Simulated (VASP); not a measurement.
Here is the system:

```
CELL_PARAMETERS angstrom
     -1.56502     1.56502     3.84935
      1.56502    -1.56502     3.84935
      1.56502     1.56502    -3.84935
ATOMIC_POSITIONS crystal
  Si 0.66545 0.66545 0.00000
  Si 0.33455 0.33455 0.00000
  Mo 0.00000 0.00000 0.00000
```

Calculation: LDA (Ceperley-Alder, Perdew-Zunger), VASP's LDA PAW potentials (set 64) (plane waves; VASP). Settings: 500 eV cut-off, 14×14×14 Γ-centred mesh, first-order Methfessel-Paxton smearing of 0.10 eV, potentials Si Mo_sv.

Energy and stress use the plane-wave basis of the starting cell.

**Question.** The ions, cell shape and volume at an external pressure of 20.0 GPa are relaxed. Which structure does the run end with?

**Answer.** 
```
CELL_PARAMETERS angstrom
     -1.54621     1.54621     3.81035
      1.54621    -1.54621     3.81035
      1.54621     1.54621    -3.81035
ATOMIC_POSITIONS crystal
  Si 0.66586 0.66586 0.00000
  Si 0.33414 0.33414 0.00000
  Mo 0.00000 0.00000 0.00000
```
Space group I4/mmm (139), at a tolerance of 0.03 Å.

**Question.** How do energy and volume change from the first to the last step?

**Answer.** The energy (σ→0) changes by +39.4 meV/atom and the volume by -3.4 %, in 9 ionic steps.

The compound is MoSi2 in the MoSi2 type structure. This run relaxes it under an external pressure of 20 GPa. Symmetry was kept, so distortions that lower it aren't found.
